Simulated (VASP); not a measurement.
Here is the system:

```
CELL_PARAMETERS angstrom
      3.04692     0.00000     0.00000
     -1.52346     2.63871     0.00000
      0.00000     0.00000     8.18127
ATOMIC_POSITIONS crystal
  Ta 0.00000 0.00000 0.00000
  Ta 0.00000 0.00000 0.50000
  Ge 0.33333 0.66667 0.25000
  Ge 0.66667 0.33333 0.75000
```

Method: PBEsol GGA, VASP's PBE PAW potentials (set 64) (plane waves; VASP 6.6.1). Run with 400 eV cut-off, 13×13×4 Γ-centred mesh, tetrahedra with Blöchl corrections, potentials Ta_pv Ge_d.

The cores are frozen, which limits the accuracy of field gradients.

Give the principal components of the electric field gradient (V/Å²) and the asymmetry η at each nucleus.

```csv
atom,Vxx,Vyy,Vzz,η
Ta1,-81.8,-81.8,163.6,0.00
Ta2,-81.8,-81.8,163.6,0.00
Ge3,71.4,71.4,-142.8,0.00
Ge4,71.4,71.4,-142.8,0.00
```

The structure was generated: TaGe was put into the NiAs type (P6_3/mmc), which need not be its known phase. It was relaxed first, which changed the volume by -23 %.
